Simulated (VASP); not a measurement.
An input for Quantum ESPRESSO's pw.x (written as the equivalent of a VASP run, and not itself run):

```
&CONTROL
  calculation = 'scf'
  pseudo_dir = './pseudo'
  outdir = './out'
  tprnfor = .true.
  tstress = .false.
/
&SYSTEM
  ibrav = 0
  nat = 2
  ntyp = 2
  ecutwfc = 84
  occupations = 'smearing'
  smearing = 'gaussian'
  degauss = 0.00147
  input_dft = 'hse'
  nqx1 = 9
  nqx2 = 9
  nqx3 = 9
  screening_parameter = 0.1058
/
&ELECTRONS
  conv_thr = 7.3e-08
  electron_maxstep = 100
/
ATOMIC_SPECIES
  B 10.810 B.upf
  As 74.922 As.upf
CELL_PARAMETERS angstrom
     0.0000000    2.4325160    2.4325160
     2.4325160    0.0000000    2.4325160
     2.4325160    2.4325160    0.0000000
ATOMIC_POSITIONS crystal
  B    0.2500000  0.2500000  0.2500000
  As   0.0000000  0.0000000  0.0000000
K_POINTS automatic
  9 9 9 0 0 0
```

Question: Write the VASP files for the same calculation (HSE06).

Answer: One answer among several that fit: 
**INCAR**
```
! general
SYSTEM   = BAs
PREC     = Accurate
ENCUT    = 320   ! plane-wave cut-off (eV)
LREAL    = .FALSE.   ! projection in real space or not
LASPH    = .TRUE.   ! aspherical one-centre terms
ISYM     = 3

! electronic loop
EDIFF    = 1E-6   ! SCF stop (eV)
NELM     = 100   ! most electronic steps
ALGO     = Normal   ! blocked Davidson
LMAXMIX  = 4   ! l cut-off of mixed one-centre charges

! smearing
ISMEAR   = 0
SIGMA    = 0.02

! functional
GGA      = PE   ! PBE
LHFCALC  = .TRUE.
AEXX     = 0.25
HFSCREEN = 0.2   ! 1/Angstrom
PRECFOCK = Fast

! ions
ISIF     = 2   ! forces and stress, cell fixed

! output
LWAVE    = .FALSE.
LCHARG   = .FALSE.
```

### POSCAR
```
BAs
1
    0.0000000000     2.4325160000     2.4325160000
    2.4325160000     0.0000000000     2.4325160000
    2.4325160000     2.4325160000     0.0000000000
B As
1 1
Direct
  0.2500000000   0.2500000000   0.2500000000
  0.0000000000   0.0000000000   0.0000000000
```

File KPOINTS:
```
Automatic mesh
0
Gamma
9 9 9
0 0 0
```

POTCAR, in this order: B As (PBE.64 set). Program: vasp_std.

Limits of the translation: the potentials are each code's own (VASP's PAW set, PseudoDojo norm-conserving files in pw.x), so ENCUT and ecutwfc are chosen apart and not converted; conv_thr bounds pw.x's estimated SCF error, while EDIFF bounds the energy change between steps.

The structure comes from a computed database's BAs entry; how it stands against other phases isn't given here. The cell was not relaxed at this level. The run is one of a series of settings (ENCUT = 320 against the base run), some of them coarse on purpose.
